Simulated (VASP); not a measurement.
All values below come from PBE GGA, VASP's PBE PAW potentials (set 64) (plane waves; VASP).

VASP input:

KPOINTS:
```
Automatic mesh
0
Gamma
 22 22 6
```

**INCAR**
```
# general
SYSTEM = Be
PREC   = Accurate
ENCUT  = 300
LREAL  = .FALSE.
LASPH  = .TRUE.

# electronic loop
EDIFF  = 1E-6
NELM   = 100
ALGO   = Normal

# smearing
ISMEAR = 0
SIGMA  = 0.2

# functional
GGA    = PE

# ions
ISIF   = 2

# output
LWAVE  = .FALSE.
LCHARG = .FALSE.
```

**POSCAR**
```
Be
1
    2.2174960000     0.0000000000     0.0000000000
   -1.1087480000     1.9204070000     0.0000000000
    0.0000000000     0.0000000000     7.1348070000
Be
4
Direct
  0.0000000000   0.0000000000   0.0000000000
  0.0000000000   0.0000000000   0.5000000000
  0.3333330000   0.6666670000   0.2500000000
  0.6666670000   0.3333330000   0.7500000000
```

POTCAR, in this order: Be (PBE.64 set). Program: vasp_std.

Output of the run:

**OSZICAR**
```
       N       E                     dE             d eps       ncg     rms          rms(c)
DAV:   1    -0.365259269184E+01   -0.36526E+01   -0.27531E+03  3344   0.554E+02
DAV:   2    -0.149825594001E+02   -0.11330E+02   -0.10948E+02  5336   0.744E+01
DAV:   3    -0.150578121249E+02   -0.75253E-01   -0.75055E-01  4680   0.702E+00
DAV:   4    -0.150579956333E+02   -0.18351E-03   -0.18347E-03  5464   0.248E-01
DAV:   5    -0.150579956740E+02   -0.40665E-07   -0.41491E-07  4680   0.229E-03    0.170E+00
DAV:   6    -0.149560981288E+02    0.10190E+00   -0.13380E-02  4016   0.173E+00    0.105E+00
DAV:   7    -0.149170757381E+02    0.39022E-01   -0.13793E-02  3768   0.178E+00    0.398E-02
DAV:   8    -0.149169885166E+02    0.87221E-04   -0.10316E-04  5440   0.847E-02    0.153E-02
DAV:   9    -0.149169862084E+02    0.23082E-05   -0.28601E-06  4448   0.168E-02    0.769E-03
DAV:  10    -0.149169877827E+02   -0.15743E-05   -0.19674E-06  4264   0.144E-02    0.392E-04
DAV:  11    -0.149169878641E+02   -0.81447E-07   -0.39306E-08  2520   0.182E-03
   1 F= -.14916988E+02 E0= -.14914662E+02  d E =-.465141E-02
```

### OUTCAR
```
------------------------ aborting loop because EDIFF is reached ----------------------------------------
  FORCE on cell =-STRESS in cart. coord.  units (eV):
  Direction    XX          YY          ZZ          XY          YZ          ZX
  --------------------------------------------------------------------------------------
  Total        1.1687310      1.1687299      0.6636343      0.0000000     -0.0000000      0.0000000
  in kB       61.6292364     61.6291806     34.9946018      0.0000000     -0.0000000      0.0000000
  external PRESSURE =      52.7510063 kB  Pullay stress =       0.0000000 kB
  volume of cell :       30.38
      direct lattice vectors                 reciprocal lattice vectors
     2.217496000  0.000000000  0.000000000     0.450959100  0.260361475  0.000000000
    -1.108748000  1.920407000  0.000000000     0.000000000  0.520722951  0.000000000
     0.000000000  0.000000000  7.134807000     0.000000000  0.000000000  0.140157961
 POSITION                                       TOTAL-FORCE (eV/Angst)
 -----------------------------------------------------------------------------------
      0.00000      0.00000      0.00000         0.000000     -0.000000      0.000000
      0.00000      0.00000      3.56740        -0.000000     -0.000000      0.000000
     -0.00000      1.28027      1.78370         0.000000     -0.000000      0.000000
      1.10875      0.64014      5.35111        -0.000000      0.000000     -0.000000
 -----------------------------------------------------------------------------------
    total drift:                                0.000000     -0.000000     -0.000000
  FREE ENERGIE OF THE ION-ELECTRON SYSTEM (eV)
  ---------------------------------------------------
  free  energy   TOTEN  =       -14.9169878641 eV

  energy  without entropy=      -14.9123364557  energy(sigma->0) =      -14.91466216
```
(Selected blocks of OUTCAR.)

### OUTCAR
```
 val. band max:        7.5031245017   @ k =   0.3182   0.0909   0.0000

 cond. band min:       7.5720825027   @ k =   0.2727   0.1364   0.0000


 Fermi energy:         7.5694876480

 k-point     1 :       0.0000    0.0000    0.0000
  band No.  band energies     occupation
      1      -4.2157      2.00000
      2      -2.0909      2.00000
      3      -2.0700      2.00000
      4       2.5662      2.00000
      5       8.2406      0.00000
      6      17.7600      0.00000
      7      17.7611      0.00000
      8      24.4223      0.00000

 k-point     2 :       0.0455    0.0000    0.0000
  band No.  band energies     occupation
      1      -4.1546      2.00000
      2      -2.0281      2.00000
      3      -2.0071      2.00000
      4       2.6475      2.00000
      5       8.2591      0.00000
      6      17.7785      0.00000
      7      17.7840      0.00000
      8      23.8725      0.00000

 k-point     3 :       0.0909    0.0000    0.0000
  band No.  band energies     occupation
      1      -3.9712      2.00000
      2      -1.8398      2.00000
      3      -1.8188      2.00000
      4       2.8910      2.00000
      5       8.3126      0.00000
      6      17.8142      0.00000
      7      17.8430      0.00000
      8      22.5268      0.00000

 k-point     4 :       0.1364   -0.0000    0.0000
  band No.  band energies     occupation
      1      -3.6652      2.00000
      2      -1.5270      2.00000
      3      -1.5058      2.00000
      4       3.2963      2.00000
      5       8.3933      0.00000
      6      17.7615      0.00000
      7      17.8945      0.00000
      8      20.9639      0.00000

 k-point     5 :       0.1818    0.0000    0.0000
  band No.  band energies     occupation
      1      -3.2367      2.00000
      2      -1.0913      2.00000
      3      -1.0700      2.00000
      4       3.8621      2.00000
      5       8.4816      0.00000
      6      17.2188      0.00000
      7      17.7821      0.00000
...
```

At this cut-off the stress carries a Pulay error, which pulls relaxed volumes low.

The structure was generated: Be was put into an ordered model structure, which need not be its known phase. The cell was not relaxed at this level, and its volume differs by -5.9 % from the start's.
